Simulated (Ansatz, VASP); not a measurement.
Ni3Hg: energy against volume and a worked fit

```
Hg Ni
1.0
     3.74491    0.00000    0.00000
     0.00000    3.74491    0.00000
     0.00000    0.00000    3.74491
Hg Ni
1 3
Direct
  0.00000 0.00000 0.00000
  0.50000 0.50000 0.00000
  0.50000 0.00000 0.50000
  0.00000 0.50000 0.50000
```

The cell comes from a database or a generator and needn't be the stable form of this composition.

The cell was scaled at fixed shape and fractions and run with Ansatz, Ansatz PAW, cutoff 420 eV; PBE, k mesh 7 × 7 × 7 on the cell of 4 atoms, fermi-dirac occupations of 0.05 eV, collinear spin, ferromagnetic start, no spin-orbit coupling. Energies are those that the program minimises, any entropy of the smearing included. For a metal such a mesh isn't converged to the digits shown. The magnetic state is the one that the start led to, which needn't be the lowest.

```tsv
V (Å³/atom)	energy over the lowest row (meV/atom)
12.3422	31.59
12.6048	14.59
12.8674	4.32
13.1300	0.00
13.3926	?
13.6552	6.51
13.9178	16.17
```

Problem. Fit the third-order Birch-Murnaghan form, give V0, B0 and B′, and predict the energy left open.

Solution. With y = (V0/V)^(2/3), E = E0 + (9 V0 B0/16) [(y - 1)³ B′ + (y - 1)² (6 - 4y)]. Least squares through the rows shown give V0 = 13.2108 Å³/atom, E0 = -0.24 meV, B0 = 155.0 GPa (1 eV/Å³ = 160.218 GPa) and B′ = 5.26, with a largest miss of 0.01 meV. At V = 13.3926 the form with these constants gives 0.94 meV; the run gave 0.93 meV an atom. Other set-ups at this level, from all their volumes (Å³/atom, GPa): VASP, PBE PAW files Hg, Ni, 520 eV: V0 13.297, B0 153.3.
